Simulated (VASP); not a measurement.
Energy against volume of CrO2 (rutile). Computed with optB86b-vdW, VASP's PBE PAW potentials (set 64) (plane waves; VASP 6.6.1). Settings: 520 eV cut-off, 7×7×10 Γ-centred mesh, first-order Methfessel-Paxton smearing of 0.10 eV, potentials Cr_pv O.

Shape and ions are relaxed at each volume.

```csv
V (Å³/atom),E (eV/atom)
8.883,-6.42485
9.166,-6.44819
9.450,-6.45581
9.733,-6.45021
```

Task: Fit these four points and predict the energy of the run at 10.017 Å³/atom.

Result: A cubic in V^(−2/3), the third-order Birch-Murnaghan form, passes through the four points with V0 = 9.46 Å³/atom and B0 = 247 GPa, and gives -6.4335 eV/atom there. The run gave -6.4336 eV/atom, -0.1 meV/atom from the fit; all five points give B0 = 246 GPa.

The compound is CrO2 in the rutile structure. It was relaxed first.
